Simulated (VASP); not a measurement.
# Be18Ga in VASP: a series of runs, part 2 of 2

VASP 6.6.1. Earlier steps stand in the parts before.

## Step 3: Single point, PBEsol

Input file INCAR:

```
PREC     = Accurate       # precision mode
ENCUT    = 520            # plane-wave cutoff, eV
EDIFF    = 1E-7           # SCF threshold, eV
ISMEAR   = -1             # smearing method
SIGMA    = 0.05           # smearing width, eV
LREAL    = Auto         
LASPH    = True           # aspherical terms in the spheres
NELM     = 100            # most SCF steps
ALGO     = Normal         # electronic algorithm
ISIF     = 2              # what is computed and relaxed
LWAVE    = False          # write WAVECAR
LCHARG   = False          # write CHGCAR
GGA      = PS             # functional
NBANDS   = 40             # bands
```

Input file KPOINTS:

```
Automatic mesh
0
Gamma
  4 3 1
```

Input file POSCAR:

```
Be18Ga
1.0
    4.5800000000      0.0000000000      0.0000000000
    3.4350000000      5.9495950000      0.0000000000
    0.0000000000      0.0000000000     15.5884300000
Be Ga
18 1
Direct
    0.0000000000      0.0000000000      0.0641500780
    0.5000000000      0.0000000000      0.0641500780
    0.0000000420      0.3333332773      0.0641500780
    0.5000000420      0.3333332773      0.0641500780
   -0.0000000420      0.6666667227      0.0641500780
    0.4999999580      0.6666667227      0.0641500780
   -0.1711907640      0.2241419794      0.1813139617
    0.3356138431      0.2240418045      0.1808262282
   -0.1674854253      0.5590533473      0.1831091393
    0.3317651622      0.5559966687      0.1827963432
   -0.1652163561      0.8871234092      0.1804855268
    0.3313379467      0.8910527523      0.1798372896
   -0.0064399759     -0.0009787221      0.2942830676
    0.5028519286     -0.0016293546      0.2944972650
   -0.0001788204      0.3306989804      0.2986697827
    0.4988156347      0.3324740592      0.3010666244
   -0.0014007528      0.6669943080      0.3011985813
    0.4954751230      0.6693356439      0.3003434599
    0.2255612179      1.0256400646      0.4350422076
```

Potentials or basis: VASP PAW PBE potentials, release 64 (Be, Ga_d).

Command:

```
$ cat potpaw_PBE.64/Be/POTCAR potpaw_PBE.64/Ga_d/POTCAR > POTCAR
$ mpirun -np 1 vasp_std > vasp.out
```

Wall time 2.5 min (1 thread of Intel Xeon 6975P-C (Granite Rapids), shared host); peak memory 0.51 GiB.

It converged, with:

```
Free energy            : -68.5652 eV
Largest force          : 0.156 eV/Å
Band gap on the k mesh : none (metal or under the smearing width)
```

Forces on the atoms (eV/Å):
```
Be  -0.133  0.074 -0.034
Be   0.118 -0.034 -0.048
Be  -0.043  0.051 -0.048
Be   0.052 -0.023  0.020
Be  -0.015 -0.005  0.069
Be   0.009 -0.085 -0.031
Be   0.005 -0.015 -0.001
Be   0.006  0.011  0.006
Be  -0.010 -0.001 -0.002
Be  -0.001  0.001  0.003
Be   0.001  0.005 -0.002
Be  -0.004 -0.002  0.001
Be   0.014  0.010  0.000
Be   0.014 -0.012  0.009
Be   0.005  0.019  0.006
Be  -0.023 -0.016  0.009
Be   0.013  0.004  0.010
Be  -0.009 -0.006  0.016
Ga   0.002  0.025  0.017
```

Levels at points of the mesh, in eV from the Fermi level:
| k point | band 21 | band 22 | band 23 | band 24 | band 25 | band 26 | band 27 | band 28 | band 29 | band 30 |
| --- | --- | --- | --- | --- | --- | --- | --- | --- | --- | --- |
| (0.00, 0.00, 0.00) | -1.32 | -1.27 | -0.92 | -0.22 | -0.18 | 1.17 | 1.56 | 1.99 | 2.82 | 3.18 |
| (0.50, 0.00, 0.00) | -0.67 | -0.62 | -0.20 | 0.03 | 0.11 | 0.40 | 0.68 | 1.12 | 2.20 | 2.27 |

Caveat: the k mesh is coarse (spacing up to 0.40 Å⁻¹), so the values aren't converged; the PAW data sets were made with another functional, which shifts forces and pressure a little.

## Step 4: Single point, PBEsol

Input file INCAR:

```
SYSTEM = Be18Ga
PREC     = Accurate       ! precision mode
ENCUT    = 520            ! plane-wave cutoff, eV
EDIFF    = 1E-7           ! SCF threshold, eV
ISMEAR   = -1             ! smearing method
SIGMA    = 0.05           ! smearing width, eV
LREAL    = Auto         
LASPH    = .TRUE.         ! aspherical terms in the spheres
NELM     = 100            ! most SCF steps
ALGO     = Normal         ! electronic algorithm
ISIF     = 2              ! what is computed and relaxed
LWAVE    = .FALSE.        ! write WAVECAR
LCHARG   = .FALSE.        ! write CHGCAR
GGA      = PS             ! functional
NBANDS   = 40             ! bands
```

Input file KPOINTS:

```
Automatic mesh
0
G
  4 3 1
  0 0 0
```

Input file POSCAR:

```
Be18Ga
1.0
    4.5800000000      0.0000000000      0.0000000000
    3.4350000000      5.9495950000      0.0000000000
    0.0000000000      0.0000000000     15.5884300000
Be Ga
18 1
Direct
    0.0000000000      0.0000000000      0.0641500780
    0.5000000000      0.0000000000      0.0641500780
    0.0000000420      0.3333332773      0.0641500780
    0.5000000420      0.3333332773      0.0641500780
   -0.0000000420      0.6666667227      0.0641500780
    0.4999999580      0.6666667227      0.0641500780
   -0.1699572091      0.2211950561      0.1812632831
    0.3359728809      0.2248253873      0.1807586781
   -0.1706961611      0.5617384040      0.1818836150
    0.3344568953      0.5541113303      0.1831593047
   -0.1636840527      0.8884750979      0.1810431840
    0.3295427392      0.8911028398      0.1796706917
   -0.0032114922     -0.0009308197      0.2960535474
    0.5026359989     -0.0023117540      0.2951300420
   -0.0047622373      0.3360608579      0.2947953707
    0.4998326095      0.3310458947      0.3016564208
    0.0001277435      0.6655362256      0.3005545780
    0.4952984272      0.6696675992      0.3009734784
    0.1711698618      1.1173190780      0.4347927918
```

Command:

```
$ cat potpaw_PBE.64/Be/POTCAR potpaw_PBE.64/Ga_d/POTCAR > POTCAR
$ mpirun -np 1 vasp_std > vasp.out
```

Wall time 2.2 min (1 thread of Intel Xeon 6975P-C (Granite Rapids), shared host); peak memory 0.51 GiB.

Results (log left out):

```yaml
Free_energy: -68.5763 eV
Largest_force: 0.162 eV/Å
Band_gap_on_the_k_mesh: none (metal or under the smearing width)
```

Forces on the atoms (eV/Å):
```
Be  -0.135  0.073 -0.050
Be   0.119 -0.015 -0.026
Be  -0.070  0.028 -0.047
Be   0.086 -0.015 -0.015
Be   0.047  0.004  0.073
Be  -0.048 -0.074 -0.005
Be   0.013  0.013 -0.005
Be  -0.007 -0.009  0.006
Be  -0.002 -0.012  0.005
Be   0.000  0.017  0.002
Be  -0.011 -0.002 -0.002
Be   0.016 -0.008  0.006
Be  -0.004 -0.001  0.000
Be  -0.002 -0.001  0.026
Be   0.001  0.004  0.022
Be  -0.002  0.008  0.001
Be  -0.002  0.002  0.012
Be  -0.001 -0.011  0.009
Ga   0.003  0.001 -0.013
```

Levels at points of the mesh, in eV from the Fermi level:
```tsv
k point	band 21	band 22	band 23	band 24	band 25	band 26	band 27	band 28	band 29	band 30
(0.00, 0.00, 0.00)	-1.33	-1.29	-0.89	-0.23	-0.16	1.14	1.57	2.19	2.76	3.16
(0.50, 0.00, 0.00)	-0.68	-0.60	-0.18	-0.01	0.15	0.40	0.64	1.15	2.14	2.30
```

Caveat: the k mesh is coarse (spacing up to 0.40 Å⁻¹), so the values aren't converged; the PAW data sets were made with another functional, which shifts forces and pressure a little.

## Step 5: Single point, PBEsol

Input file INCAR:

```
SYSTEM = Be18Ga
  PREC = Accurate
  ENCUT = 520
  EDIFF = 1E-7
  ISMEAR = -1
  SIGMA = 0.05
  LREAL = Auto
  LASPH = .TRUE.
  NELM = 100
  ALGO = Normal
  ISIF = 2
  LWAVE = .FALSE.
  LCHARG = .TRUE.
  GGA = PS
  LELF = .TRUE.
  LVHAR = .TRUE.
  NBANDS = 40
```

KPOINTS is that of step 4.

Input file POSCAR:

```
Be18Ga
1.0
    4.5800000000      0.0000000000      0.0000000000
    3.4350000000      5.9495950000      0.0000000000
    0.0000000000      0.0000000000     15.5884300000
Be Ga
18 1
Direct
    0.0000000000      0.0000000000      0.0641500780
    0.5000000000      0.0000000000      0.0641500780
    0.0000000420      0.3333332773      0.0641500780
    0.5000000420      0.3333332773      0.0641500780
   -0.0000000420      0.6666667227      0.0641500780
    0.4999999580      0.6666667227      0.0641500780
   -0.1706962031      0.2284051267      0.1818836150
    0.3344568533      0.2207780530      0.1831593047
   -0.1636840947      0.5551418206      0.1810431840
    0.3295426971      0.5577695625      0.1796706917
   -0.1699572512      0.8878617788      0.1812632831
    0.3359728389      0.8914921100      0.1807586781
   -0.0047621533      0.0027274125      0.2947953707
    0.4998325675     -0.0022873826      0.3016564208
    0.0001277015      0.3322029483      0.3005545780
    0.4952983852      0.3363343219      0.3009734784
   -0.0032115343      0.6657359030      0.2960535474
    0.5026359569      0.6643549687      0.2951300420
    0.1711698198      0.7839858007      0.4347927918
```

Command:

```
$ cat potpaw_PBE.64/Be/POTCAR potpaw_PBE.64/Ga_d/POTCAR > POTCAR
$ mpirun -np 1 vasp_std > vasp.out
```

It took 2.5 min on 1 thread of Intel Xeon 6975P-C (Granite Rapids), shared host; peak memory 0.52 GiB.

Results (log left out):

```
Free energy            : -68.5763 eV
Largest force          : 0.162 eV/Å
Band gap on the k mesh : none (metal or under the smearing width)
```

Forces on the atoms (eV/Å):
```
Be  -0.070  0.028 -0.047
Be   0.086 -0.015 -0.015
Be   0.047  0.004  0.073
Be  -0.048 -0.074 -0.005
Be  -0.135  0.073 -0.050
Be   0.119 -0.015 -0.026
Be  -0.002 -0.012  0.005
Be   0.000  0.017  0.002
Be  -0.011 -0.002 -0.002
Be   0.016 -0.008  0.006
Be   0.013  0.013 -0.005
Be  -0.007 -0.009  0.006
Be   0.001  0.004  0.022
Be  -0.002  0.008  0.001
Be  -0.002  0.002  0.012
Be  -0.001 -0.011  0.009
Be  -0.004 -0.001  0.000
Be  -0.002 -0.001  0.026
Ga   0.003  0.001 -0.013
```

Levels at points of the mesh, in eV from the Fermi level:
| k point | band 22 | band 23 | band 24 | band 25 | band 26 | band 27 | band 28 | band 29 |
| --- | --- | --- | --- | --- | --- | --- | --- | --- |
| (0.00, 0.00, 0.00) | -1.29 | -0.89 | -0.23 | -0.16 | 1.14 | 1.57 | 2.19 | 2.76 |
| (0.50, 0.00, 0.00) | -0.60 | -0.18 | -0.01 | 0.15 | 0.40 | 0.64 | 1.15 | 2.14 |

Caveat: the k mesh is coarse (spacing up to 0.40 Å⁻¹), so the values aren't converged; the PAW data sets were made with another functional, which shifts forces and pressure a little.
